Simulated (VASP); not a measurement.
**A VASP study of PbS (Galena) (r2SCAN + rVV10): structure first, properties next**

Aim: relax PbS (Galena) with r2SCAN + rVV10, compute its properties on that cell and hold them against experiment. The steps: full relaxation (r2SCAN + rVV10), single point with fields (r2SCAN + rVV10), bands along the symmetry lines (r2SCAN + rVV10), total and projected DOS (r2SCAN + rVV10), volume scan with r2SCAN + rVV10, fit for r2SCAN + rVV10 and vibrations at Γ (r2SCAN + rVV10). The start is a cell from a database of measured crystal structures.

Program: VASP 6.6.1. Level of theory: r2SCAN with rVV10; plane waves and PAW (Pb_d, S). Results are calculated unless marked as measured.

**Measured values to reproduce.**

For PbS, alpha, rock salt (B1) (CVT-grown crystals, methanol/ethanol medium, NaCl pressure standard), “The high-pressure alpha/beta phase transition in lead sulphide (PbS): X-ray powder diffraction and quantum mechanical calculations” (2002, arxiv:cond-mat/0210013) gives, by angle-dispersive powder XRD in DAC, EOS fit: bulk modulus (b0 from Birch-Murnaghan EOS fit) 51 ± 1.2 GPa [zero-pressure value from EOS fit to compression data].

Most raw output is cut from this account.

The database entry behind the starting cell differs from later determinations by our own check (about 0.1 % short), so it need not match the best structure at ambient conditions.

## (1) The structure

Before any relaxation, the start is as follows. The structure is cubic, space group Fm-3m (No. 225). The conventional cell has a = 5.931 Å, b = 5.931 Å, c = 5.931 Å, α = 90.00°, β = 90.00°, γ = 90.00°. Nearest to Pb lie 6 S at 2.97 Å. S has 6 Pb at 2.97 Å nearest. Farther neighbours and most contacts between anions are not listed.

Structure file:

```xyz
2
Lattice="0.0000 2.9657 2.9657 2.9657 0.0000 2.9657 2.9657 2.9657 0.0000" Properties=species:S:1:pos:R:3 pbc="T T T"
Pb    0.0000    0.0000    0.0000
S     2.9657    2.9657    2.9657
```

## (2) Full relaxation (r2SCAN + rVV10)

The start need not lie at this functional's minimum. ISIF = 3 frees volume, shape and positions, and EDIFFG sets the threshold on forces and stress at which the search stops. r2SCAN adds the kinetic-energy density, costs more than a GGA and is run with LASPH. LUSE_VDW switches on a nonlocal correlation term for dispersion.

Contents of INCAR:

```
SYSTEM = PbS
PREC = Accurate
ENCUT = 400
EDIFF = 1E-06
NELM = 100
ISMEAR = 0
SIGMA = 0.05
LREAL = .FALSE.
ALGO = Normal
METAGGA = R2SCAN
LUSE_VDW = .TRUE.
IVDW_NL = 2
BPARAM = 11.95
CPARAM = 0.0093
LASPH = .TRUE.
NBANDS = 16
LORBIT = 11
LWAVE = .FALSE.
LCHARG = .FALSE.
KPAR = 2
IBRION = 2
NSW = 60
ISIF = 3
EDIFFG = -0.01
```

Contents of POSCAR:

```
PbS
1.0
    0.0000000000      2.9657500000      2.9657500000
    2.9657500000      0.0000000000      2.9657500000
    2.9657500000      2.9657500000      0.0000000000
Pb S
1 1
Direct
    0.0000000000      0.0000000000      0.0000000000
    0.5000000000      0.5000000000      0.5000000000
```

Contents of KPOINTS:

```
Automatic mesh
0
Gamma
7 7 7
0 0 0
```

Potentials, in the order of the species: Pb_d and S (PBE family, release 64).

Launch:

```sh
$ mpirun -np 2 vasp_std
```

Elapsed: 2.5 min, on 2 MPI ranks of AMD EPYC 7R43, shared host; peak memory 0.46 GiB; 4.7 min of CPU time.

The gap is read on the k-mesh alone, so it is an upper bound where the band edges lie off the mesh. The PAW data sets were made with PBE, which is usual practice but a small mismatch for other functionals. The run keeps the 48 symmetry operations of its start, so it cannot find a distortion of lower symmetry.

Step by step:

| step | energy less that of the first step (eV) | largest force (eV/Å) | pressure (GPa) | volume (Å³) |
| --- | --- | --- | --- | --- |
| 1 | 0.0000 | 0.0000 | 0.39 | 52.17 |
| 2 | -0.0003 | 0.0000 | -0.16 | 52.65 |
| 3 | -0.0004 | 0.0000 | 0.00 | 52.50 |

| conventional cell, symmetrised | before | after | change |
| --- | --- | --- | --- |
| a (Å) | 5.931 | 5.944 | +0.2 % |
| b (Å) | 5.931 | 5.944 | +0.2 % |
| c (Å) | 5.931 | 5.944 | +0.2 % |
| volume (Å³/atom) | 26.09 | 26.25 | +0.6 % |

The relaxed structure:

```
Pb S
1.0
     0.00000    2.97194    2.97194
     2.97194    0.00000    2.97194
     2.97194    2.97194    0.00000
Pb S
1 1
Direct
  0.00000 0.00000 0.00000
  0.50000 0.50000 0.50000
```

This step gave:

| Property | Result |
| --- | --- |
| electrons | 20 |
| bands | 16 |
| irreducible k-points | 20 |
| symmetry operations | 48 |
| free energy (TOTEN) | -65.1072 eV |
| Fermi energy | 5.648 eV |
| pressure | 0.003573 GPa |
| metallic | no |
| valence top at k | 0.4286, 0, 0 |
| conduction bottom at k | 0.4286, 0, 0 |
| least direct gap at k | 0.4286, 0, 0 |
| SCF cycles over all ionic steps | 27 |
| gap on the k-mesh | 1.117 eV |
| least direct gap on the k-mesh | 1.117 eV |

It ends with forces that vanish by symmetry and a pressure of 0.00 GPa. The volume lies +0.6 % from that of the database's start.

## (3) Single point with fields (r2SCAN + rVV10)

A single point on the relaxed cell gives a clean self-consistent state, with density, ELF and potential written out.

Edit INCAR of step 2 so:

```diff
@@ -18,7 +18,5 @@
 LWAVE = .FALSE.
-LCHARG = .FALSE.
-KPAR = 2
-IBRION = 2
-NSW = 60
-ISIF = 3
-EDIFFG = -0.01
+LCHARG = .TRUE.
+ISIF = 2
+LELF = .TRUE.
+LVHAR = .TRUE.
```

Contents of POSCAR:

```
PbS
1.0
    0.0000000000      2.9719369847      2.9719369847
    2.9719369847      0.0000000000      2.9719369847
    2.9719369847      2.9719369847      0.0000000000
Pb S
1 1
Direct
    0.0000000000      0.0000000000      0.0000000000
    0.5000000000      0.5000000000      0.5000000000
```

KPOINTS is that of step 2.

Launch:

```sh
$ mpirun -np 2 vasp_std
```

Elapsed: 64 s, on 2 MPI ranks; peak memory 0.33 GiB; 2 min of CPU time.

Numbers from this step:

* SCF cycles: 15
* free energy (TOTEN): -65.1073 eV
* pressure: 0.008533 GPa

Valence electrons inside each PAW sphere by angular momentum. Sphere charges, by row:

| atom | s (e) | p (e) | d (e) | tot (e) |
| --- | --- | --- | --- | --- |
| Pb1 | 1.484 | 0.486 | 9.839 | 11.81 |
| S2 | 1.337 | 2.36 | 0 | 3.696 |

ELF in the ac plane of the conventional cell at fractional y = 0.000, with atoms of Pb and S within 0.2 Å of it. It is the smooth field of the valence electrons, not physical close to the nuclei.

Values, 16 rows by 16 columns, each cell a mean:
```
0.20 0.27 0.46 0.28 0.38 0.77 0.83 0.63 0.55 0.78 0.84 0.58 0.24 0.41 0.38 0.21
0.35 0.44 0.42 0.22 0.30 0.68 0.83 0.83 0.82 0.84 0.78 0.48 0.19 0.33 0.46 0.38
0.42 0.38 0.26 0.13 0.17 0.47 0.68 0.77 0.78 0.73 0.59 0.28 0.11 0.20 0.33 0.41
0.25 0.22 0.15 0.07 0.07 0.17 0.30 0.38 0.39 0.34 0.23 0.10 0.06 0.11 0.19 0.24
0.59 0.53 0.38 0.17 0.07 0.13 0.22 0.28 0.30 0.25 0.17 0.09 0.10 0.28 0.48 0.58
0.84 0.81 0.70 0.38 0.15 0.26 0.42 0.46 0.45 0.45 0.35 0.17 0.23 0.59 0.78 0.84
0.73 0.82 0.81 0.53 0.22 0.38 0.44 0.27 0.24 0.36 0.45 0.25 0.34 0.73 0.84 0.78
0.40 0.73 0.84 0.59 0.25 0.42 0.35 0.20 0.38 0.24 0.45 0.30 0.39 0.78 0.82 0.55
0.55 0.78 0.84 0.58 0.24 0.41 0.38 0.21 0.20 0.27 0.46 0.28 0.38 0.77 0.83 0.63
0.82 0.84 0.78 0.48 0.19 0.33 0.46 0.38 0.35 0.44 0.42 0.22 0.30 0.68 0.83 0.83
0.78 0.73 0.59 0.28 0.11 0.20 0.33 0.41 0.42 0.38 0.26 0.13 0.17 0.47 0.68 0.77
0.39 0.34 0.23 0.10 0.06 0.11 0.19 0.24 0.25 0.22 0.15 0.07 0.07 0.17 0.30 0.38
0.30 0.25 0.17 0.09 0.10 0.28 0.48 0.58 0.59 0.53 0.38 0.17 0.07 0.13 0.22 0.28
0.45 0.45 0.35 0.17 0.23 0.59 0.78 0.84 0.84 0.81 0.70 0.38 0.15 0.26 0.42 0.46
0.24 0.36 0.45 0.25 0.34 0.73 0.84 0.78 0.73 0.82 0.81 0.53 0.22 0.38 0.44 0.27
0.38 0.24 0.45 0.30 0.39 0.78 0.82 0.55 0.40 0.73 0.84 0.59 0.25 0.42 0.35 0.20
```
Columns run along a (5.9 Å), rows up along c (5.9 Å), edges of the conventional cell, whose origin can differ from the input's. Atoms in or near the plane, at fractional coordinates: Pb at (0.00, 0.00), Pb at (0.50, 0.50), S at (0.50, 0.00), S at (0.00, 0.50).

Valence density in the ac plane of the conventional cell at fractional y = 0.000, with atoms of Pb and S within 0.2 Å of it. It is the smooth field of the valence electrons, not physical close to the nuclei.

Ten even steps from '0' (0.1 e/Å³) to '9' (7.4 e/Å³), each cell a mean:
```
8510001101000037
3200000111000013
0000000000000000
0000000000000000
0000000000000000
0000000111000000
1100002553100011
0100003895100010
0100003785100011
1100001332000001
0000000000000000
0000000000000000
0000000000000000
1100000000000001
5310001111000025
9510001001000038
```
Columns run along a (5.9 Å), rows up along c (5.9 Å), edges of the conventional cell, whose origin can differ from the input's. Atoms in or near the plane, at fractional coordinates: Pb at (0.00, 0.00), Pb at (0.50, 0.50), S at (0.50, 0.00), S at (0.00, 0.50).

Electrostatic potential energy in the ac plane of the conventional cell at fractional y = 0.000, with atoms of Pb and S within 0.2 Å of it. With pseudopotentials it is smooth inside the atoms' cores, unlike the true potential.

Values in eV, 16 rows by 16 columns, each cell a mean:
```
-88 -70 -31  -4   1  -3 -36 -79 -86 -59 -12   0  -1 -16 -54 -83
-59 -42 -14  -2   2   0 -10 -36 -43 -21  -3   2   0  -6 -29 -54
-18 -10  -3   1   3   3   0  -3  -5  -1   2   3   2  -1  -6 -16
 -1   0   1   2   3   3   2   1   0   1   2   3   3   2   0  -1
  0   1   2   3   2   1  -2  -4  -5  -3   0   2   3   3   2   0
-16  -6   0   2   1  -3 -14 -31 -36 -23  -6   0   2   2  -3 -12
-68 -39  -6   1   0 -10 -42 -70 -76 -57 -23  -3   1  -1 -21 -59
-90 -68 -16   0  -1 -18 -59 -88 -90 -76 -36  -5   0  -5 -43 -86
-86 -59 -12   0  -1 -16 -54 -83 -88 -70 -31  -4   1  -3 -36 -79
-43 -21  -3   2   0  -6 -29 -54 -59 -42 -14  -2   2   0 -10 -36
 -5  -1   2   3   2  -1  -6 -16 -18 -10  -3   1   3   3   0  -3
  0   1   2   3   3   2   0  -1  -1   0   1   2   3   3   2   1
 -5  -3   0   2   3   3   2   0   0   1   2   3   2   1  -2  -4
-36 -23  -6   0   2   2  -3 -12 -16  -6   0   2   1  -3 -14 -31
-76 -57 -23  -3   1  -1 -21 -59 -68 -39  -6   1   0 -10 -42 -70
-90 -76 -36  -5   0  -5 -43 -86 -90 -68 -16   0  -1 -18 -59 -88
```
Columns run along a (5.9 Å; values clipped at the 3rd and 97th percentile), rows up along c (5.9 Å), edges of the conventional cell, whose origin can differ from the input's. Atoms in or near the plane, at fractional coordinates: Pb at (0.00, 0.00), Pb at (0.50, 0.50), S at (0.50, 0.00), S at (0.00, 0.50).

In this run the pressure is 0.01 GPa, small enough to go on.

## (4) Bands along the symmetry lines (r2SCAN + rVV10)

The mesh alone shows little of the dispersion and can miss band extrema, so KPOINTS_OPT adds a path through the symmetry points after the self-consistent cycle.

Edit INCAR of step 3 so:

```diff
@@ -15,8 +15,6 @@
 LASPH = .TRUE.
-NBANDS = 16
+NBANDS = 22
 LORBIT = 11
 LWAVE = .FALSE.
-LCHARG = .TRUE.
-ISIF = 2
-LELF = .TRUE.
-LVHAR = .TRUE.
+LCHARG = .FALSE.
+KPAR = 2
```

POSCAR is that of step 3.

KPOINTS is that of step 3.

Contents of KPOINTS_OPT:

```
Line mode
16
Line-mode
Reciprocal
  0.00000000   0.00000000   0.00000000 GAMMA
  0.50000000   0.00000000   0.50000000 X

  0.50000000   0.00000000   0.50000000 X
  0.50000000   0.25000000   0.75000000 W

  0.50000000   0.25000000   0.75000000 W
  0.37500000   0.37500000   0.75000000 K

  0.37500000   0.37500000   0.75000000 K
  0.00000000   0.00000000   0.00000000 GAMMA

  0.00000000   0.00000000   0.00000000 GAMMA
  0.50000000   0.50000000   0.50000000 L

  0.50000000   0.50000000   0.50000000 L
  0.62500000   0.25000000   0.62500000 U

  0.62500000   0.25000000   0.62500000 U
  0.50000000   0.25000000   0.75000000 W

  0.50000000   0.25000000   0.75000000 W
  0.50000000   0.50000000   0.50000000 L

  0.50000000   0.50000000   0.50000000 L
  0.37500000   0.37500000   0.75000000 K

  0.62500000   0.25000000   0.62500000 U
  0.50000000   0.00000000   0.50000000 X
```

Launch:

```sh
$ mpirun -np 2 vasp_std
```

Wall time 4 min (2 MPI ranks); peak memory 0.46 GiB; 7.5 min of CPU time.

Spin-orbit coupling is off here; with elements this heavy it splits and shifts levels by tenths of an eV or more.

This step gave:

| Property | Result |
| --- | --- |
| SCF cycles | 13 |
| bands | 22 |
| Fermi energy | 5.677 eV |
| pressure | 0.006061 GPa |
| least gap on mesh and path | 0.5997 eV |
| least direct gap on mesh and path | 0.5997 eV |
| valence top at k | 0.5, 0.5, 0.5 |
| conduction bottom at k | 0.5, 0.5, 0.5 |
| least direct gap at k | 0.5, 0.5, 0.5 |

Electronic bands along the path, in eV, zero at the valence-band top; v1 is the highest filled band, c1 the lowest empty one:

| point | v4 | v3 | v2 | v1 | c1 | c2 | c3 | c4 |
| --- | --- | --- | --- | --- | --- | --- | --- | --- |
| Γ | -6.11 | -2.30 | -2.30 | -2.30 | 5.53 | 5.53 | 5.53 | 7.11 |
| 0.53 of the way | -7.45 | -3.04 | -3.04 | -2.07 | 2.91 | 4.90 | 5.29 | 5.29 |
| X | -7.35 | -5.36 | -3.58 | -3.58 | 4.11 | 5.96 | 6.06 | 6.06 |
| 0.53 of the way | -7.83 | -5.11 | -3.95 | -2.38 | 4.12 | 4.39 | 5.62 | 6.85 |
| W | -8.13 | -4.58 | -4.58 | -1.10 | 2.45 | 4.98 | 4.98 | 8.58 |
| 0.53 of the way | -8.15 | -4.85 | -3.87 | -1.71 | 3.03 | 4.58 | 5.29 | 7.28 |
| K | -8.17 | -4.93 | -3.07 | -2.55 | 3.60 | 4.42 | 5.40 | 6.57 |
| 0.47 of the way | -8.03 | -3.36 | -1.84 | -0.57 | 1.59 | 2.66 | 4.42 | 8.14 |
| Γ | -6.11 | -2.30 | -2.30 | -2.30 | 5.53 | 5.53 | 5.53 | 7.11 |
| 0.47 of the way | -7.50 | -2.16 | -2.16 | -1.29 | 2.80 | 3.63 | 3.63 | 7.14 |
| L | -9.08 | -1.91 | -1.91 | 0.00 | 0.60 | 2.18 | 2.18 | 9.07 |
| 0.53 of the way | -8.75 | -3.62 | -2.45 | -1.50 | 2.15 | 3.12 | 4.26 | 8.06 |
| U | -8.17 | -4.93 | -3.07 | -2.55 | 3.60 | 4.42 | 5.40 | 6.57 |
| 0.47 of the way | -8.15 | -4.85 | -3.87 | -1.71 | 3.03 | 4.58 | 5.29 | 7.28 |
| W | -8.13 | -4.58 | -4.58 | -1.10 | 2.45 | 4.98 | 4.98 | 8.58 |
| 0.47 of the way | -8.65 | -3.68 | -3.27 | -1.07 | 1.87 | 3.83 | 4.43 | 8.37 |
| L | -9.08 | -1.91 | -1.91 | 0.00 | 0.60 | 2.18 | 2.18 | 9.07 |
| 0.53 of the way | -8.75 | -3.62 | -2.45 | -1.50 | 2.15 | 3.12 | 4.26 | 8.06 |
| K | -8.17 | -4.93 | -3.07 | -2.55 | 3.60 | 4.42 | 5.40 | 6.57 |
| jump to U | -8.17 | -4.93 | -3.07 | -2.55 | 3.60 | 4.42 | 5.40 | 6.57 |
| 0.47 of the way | -7.66 | -5.23 | -3.43 | -3.23 | 4.14 | 5.46 | 5.78 | 5.94 |
| X | -7.35 | -5.36 | -3.58 | -3.58 | 4.11 | 5.96 | 6.06 | 6.06 |

Of the projections kept (Pb, S), the largest for each band there; the rest of the weight can lie on other orbitals:

| point | v4 | v3 | v2 | v1 | c1 | c2 | c3 | c4 |
| --- | --- | --- | --- | --- | --- | --- | --- | --- |
| Γ | Pb 0.67 | S 0.88 | S 0.88 | S 0.88 | Pb 0.88 | Pb 0.87 | Pb 0.87 | Pb 1.00 |
| X | Pb 0.93 | S 0.65 | S 0.76 | S 0.76 | Pb 1.00 | S 0.66 | Pb 0.63 | Pb 0.63 |
| W | Pb 0.95 | S 0.69 | S 0.69 | S 0.79 | Pb 0.90 | S 0.64 | S 0.64 | Pb 0.82 |
| K | Pb 0.93 | S 0.67 | S 0.79 | S 0.60 | Pb 0.50 | Pb 0.71 | S 0.65 | Pb 0.90 |
| Γ | Pb 0.67 | S 0.88 | S 0.88 | S 0.88 | Pb 0.88 | Pb 0.87 | Pb 0.87 | Pb 1.00 |
| L | Pb 0.88 | S 0.94 | S 0.94 | S 0.60 | Pb 0.72 | Pb 1.00 | Pb 1.00 | S 0.65 |

The path lowers the gap by 0.52 eV against the mesh alone, so a band edge lies off the mesh.

## (5) Total and projected DOS (r2SCAN + rVV10)

Here the states are counted by energy and projected on the atoms. The mesh is finer than in the run before.

Edit INCAR of step 4 so:

```diff
@@ -5,3 +5,3 @@
 NELM = 100
-ISMEAR = 0
+ISMEAR = -5
 SIGMA = 0.05
@@ -20 +20,2 @@
 KPAR = 2
+NEDOS = 2001
```

POSCAR is that of step 4.

Contents of KPOINTS:

```
Automatic mesh
0
Gamma
10 10 10
0 0 0
```

Launch:

```sh
$ mpirun -np 2 vasp_std
```

Elapsed: 2 min, on 2 MPI ranks; peak memory 0.49 GiB.

Numbers from this step:

```
irreducible k-points           : 47
free energy (TOTEN)            : -65.1060 eV
Fermi energy                   : 5.612 eV
pressure                       : 0.04497 GPa
valence top at k               : 0.5, 0, 0
conduction bottom at k         : 0.5, 0, 0
least direct gap at k          : 0.5, 0, 0
gap on the k-mesh              : 0.5993 eV
least direct gap on the k-mesh : 0.5993 eV
```

The density of states has structure finer than the step of the table below, so its rows give means over 1 eV, whole bins alone (the curve runs from -12.0 to 8.50 eV). Peaks (eV: height): total -8.4: 2.03, -2.3: 2.30, -1.2: 1.74, 4.4: 3.27; S p -2.3: 0.997, -1.3: 0.709, 4.4: 0.595; Pb p -3.5: 0.196, 4.4: 0.828; Pb s -8.4: 1.16, -1.0: 0.235; S s -7.7: 0.0968, -1.0: 0.0143, 1.9: 0.0661.

States under -12.0 eV and over 8.5 eV are left out. Density of states against energy, zero at the valence-band top; means over each step; values in states/eV/cell:

| energy (eV) | total | S p | Pb p | Pb s | S s |
| --- | --- | --- | --- | --- | --- |
| -10 | 0 | 0 | 0 | 0 | 0 |
| -9 | 0.458 | 0.0292 | 9.8e-4 | 0.254 | 0.00975 |
| -8 | 1.35 | 0.0680 | 0.00403 | 0.768 | 0.0791 |
| -7 | 0.176 | 0.00756 | 5.8e-4 | 0.0899 | 0.0319 |
| -6 | 0.0103 | 1.9e-4 | 1.3e-5 | 0.00545 | 0.00248 |
| -5 | 0.309 | 0.0840 | 0.0398 | 0.00403 | 4.2e-4 |
| -4 | 1.10 | 0.349 | 0.125 | 0.0133 | 0.00371 |
| -3 | 1.89 | 0.714 | 0.164 | 0.0295 | 0.00689 |
| -2 | 1.51 | 0.637 | 0.0800 | 0.0707 | 0.00709 |
| -1 | 1.14 | 0.451 | 0.0468 | 0.169 | 0.00947 |
| 0 | 0.0295 | 0.0106 | 0.00128 | 0.00627 | 2.6e-4 |
| 1 | 0.160 | 0.0104 | 0.0438 | 0.00168 | 0.0127 |
| 2 | 0.986 | 0.0713 | 0.320 | 0.00797 | 0.0559 |
| 3 | 1.38 | 0.134 | 0.497 | 0.0128 | 0.0259 |
| 4 | 1.92 | 0.303 | 0.541 | 0.0154 | 0.00865 |
| 5 | 1.43 | 0.329 | 0.365 | 0.00554 | 0.00324 |
| 6 | 0.514 | 0.0692 | 0.133 | 0.00218 | 0.00139 |
| 7 | 0.775 | 0.0243 | 0.125 | 0.00473 | 0.00447 |
| 8 | 0.965 | 0.0219 | 0.108 | 0.00619 | 0.00492 |

The gap on this mesh is 0.60 eV. In the top eV of the valence band the largest shares in the PAW spheres are S p 38 % and Pb s 18 %; in the lowest eV of the conduction band, Pb p 28 %, S s 8 % and S p 7 %. The rest lies in smaller channels or between the spheres.

## (6) Volume scan with r2SCAN + rVV10

An equation of state needs energies on both sides of the minimum, all on one mesh and cutoff.

Edit INCAR of step 5 so:

```diff
@@ -5,3 +5,3 @@
 NELM = 100
-ISMEAR = -5
+ISMEAR = 0
 SIGMA = 0.05
@@ -15,3 +15,3 @@
 LASPH = .TRUE.
-NBANDS = 22
+NBANDS = 16
 LORBIT = 11
@@ -20,2 +20,2 @@
 KPAR = 2
-NEDOS = 2001
+ISIF = 2
```

Contents of POSCAR:

```
PbS
1.0
    0.0000000000      2.9112681862      2.9112681862
    2.9112681862      0.0000000000      2.9112681862
    2.9112681862      2.9112681862      0.0000000000
Pb S
1 1
Direct
    0.0000000000      0.0000000000      0.0000000000
    0.5000000000      0.5000000000      0.5000000000
```

Contents of KPOINTS:

```
Automatic mesh
0
Gamma
7 7 7
0 0 0
```

Launch:

```sh
$ mpirun -np 2 vasp_std
```

It took 57 s on 2 MPI ranks; peak memory 0.44 GiB; 1.9 min of CPU time.

The scan keeps the cell's shape and the fractional positions fixed.

This step gave:

- bands: 16
- irreducible k-points: 20
- free energy (TOTEN): -65.0662 eV
- Fermi energy: 6.516 eV
- pressure: 4.248 GPa
- valence top at k: 0.4286, 0, 0
- conduction bottom at k: 0.4286, 0, 0
- least direct gap at k: 0.4286, 0, 0
- gap on the k-mesh: 0.9986 eV
- least direct gap on the k-mesh: 0.9986 eV

The pressure here is 4.25 GPa.

## (7) Volume scan with r2SCAN + rVV10 (run 2)

INCAR is that of step 6.

Contents of POSCAR:

```
PbS
1.0
    0.0000000000      2.9317707503      2.9317707503
    2.9317707503      0.0000000000      2.9317707503
    2.9317707503      2.9317707503      0.0000000000
Pb S
1 1
Direct
    0.0000000000      0.0000000000      0.0000000000
    0.5000000000      0.5000000000      0.5000000000
```

KPOINTS is that of step 6.

Launch:

```sh
$ mpirun -np 2 vasp_std
```

Run time: 61 s. Hardware: 2 MPI ranks; peak memory 0.44 GiB.

Numbers from this step:

* SCF cycles: 14
* free energy (TOTEN): -65.0894 eV
* Fermi energy: 6.255 eV
* pressure: 2.693 GPa
* gap on the k-mesh: 1.037 eV
* least direct gap on the k-mesh: 1.037 eV

The pressure falls from 4.25 to 2.69 GPa.

The run ends at a pressure of 2.69 GPa.

## (8) Volume scan with r2SCAN + rVV10 (run 3)

INCAR is that of step 7.

Contents of POSCAR:

```
PbS
1.0
    0.0000000000      2.9519904979      2.9519904979
    2.9519904979      0.0000000000      2.9519904979
    2.9519904979      2.9519904979      0.0000000000
Pb S
1 1
Direct
    0.0000000000      0.0000000000      0.0000000000
    0.5000000000      0.5000000000      0.5000000000
```

KPOINTS is that of step 7.

Launch:

```sh
$ mpirun -np 2 vasp_std
```

The job ended after 70 s (2 MPI ranks; peak memory 0.44 GiB; 2.3 min of CPU time).

The pressure falls from 2.69 to 1.28 GPa.

The run ends at a pressure of 1.28 GPa.

## (9) Volume scan with r2SCAN + rVV10 (run 4)

INCAR is that of step 8.

Contents of POSCAR:

```
PbS
1.0
    0.0000000000      2.9719369847      2.9719369847
    2.9719369847      0.0000000000      2.9719369847
    2.9719369847      2.9719369847      0.0000000000
Pb S
1 1
Direct
    0.0000000000      0.0000000000      0.0000000000
    0.5000000000      0.5000000000      0.5000000000
```

KPOINTS is that of step 8.

Launch:

```sh
$ mpirun -np 2 vasp_std
```

Elapsed: 67 s, on 2 MPI ranks; peak memory 0.45 GiB.

The pressure falls from 1.28 to 0.01 GPa.

The run ends at a pressure of 0.01 GPa.

## (10) Volume scan with r2SCAN + rVV10 (run 5)

INCAR is that of step 9.

Contents of POSCAR:

```
PbS
1.0
    0.0000000000      2.9916192602      2.9916192602
    2.9916192602      0.0000000000      2.9916192602
    2.9916192602      2.9916192602      0.0000000000
Pb S
1 1
Direct
    0.0000000000      0.0000000000      0.0000000000
    0.5000000000      0.5000000000      0.5000000000
```

KPOINTS is that of step 9.

Launch:

```sh
$ mpirun -np 2 vasp_std
```

The job ended after 70 s (2 MPI ranks; peak memory 0.45 GiB).

The pressure falls from 0.01 to -1.14 GPa.

The run ends at a pressure of -1.14 GPa.

## (11) Volume scan with r2SCAN + rVV10 (run 6)

INCAR is that of step 10.

Contents of POSCAR:

```
PbS
1.0
    0.0000000000      3.0110459036      3.0110459036
    3.0110459036      0.0000000000      3.0110459036
    3.0110459036      3.0110459036      0.0000000000
Pb S
1 1
Direct
    0.0000000000      0.0000000000      0.0000000000
    0.5000000000      0.5000000000      0.5000000000
```

KPOINTS is that of step 10.

Launch:

```sh
$ mpirun -np 2 vasp_std
```

It took 81 s on 2 MPI ranks; peak memory 0.44 GiB.

The pressure falls from -1.14 to -2.17 GPa.

The run ends at a pressure of -2.17 GPa.

(Continued in part 2 of 2.)

[Lines on the potential files, build, host, timing and source positions are cut from VASP's logs without a mark.]

[Logs are printed without paths, hosts, clocks, repeated set-up lines and the standing remarks that a program may print on its own settings, such as how far it seeks lower states.]

[Hosts, paths, dates, database ids (printed as entryN), source tags and the programs' standing remarks are cut or masked in the printed files.]

[A measured line is paired with the nearest computed mode of its activity, which favours agreement.]
